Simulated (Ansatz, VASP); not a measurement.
One calculation of Cr3BRh, two programs

```
Rh B Cr
1.0
     3.87689    0.00000    0.00000
     0.00000    3.87689    0.00000
     0.00000    0.00000    3.87689
Rh B Cr
1 1 3
Cartesian
  0.0000 0.0000 0.0000
  1.9384 1.9384 1.9384
  1.9384 1.9384 0.0000
  1.9384 0.0000 1.9384
  0.0000 1.9384 1.9384
```

Alike in both runs: functional PBE; k mesh 10 × 10 × 10; occupations gaussian, width 0.1 eV; no spin polarisation.

Ansatz relaxed the structure, and its values are those at the end. VASP's run is a single point on that final structure, the one shown.

|  | VASP | Ansatz |
| --- | --- | --- |
| version | VASP 6.6.1 | Ansatz 0.2.0 |
| potentials or method | VASP PAW PBE potentials, release 64 (Rh_pv, B, Cr_pv) | scalar-relativistic, plane waves, PAW |
| plane-wave cutoff (eV) | 520 | 420 |
| valence electrons in the cell | 54 | 62 |

```csv
,VASP,Ansatz,Ansatz less VASP
gap on the k mesh at the Fermi level (eV),none,none,-
pressure (GPa),0.0,0.0,+0.04
```

A gap of «none» marks a metal or a gap that the smearing closes. With one functional, cell and mesh, what is left measures potentials, basis and numerics. The two sets of potentials don't hold the same shells in valence.

Spin polarisation is off, so any magnetic state and its effect on volume and gap are missing.
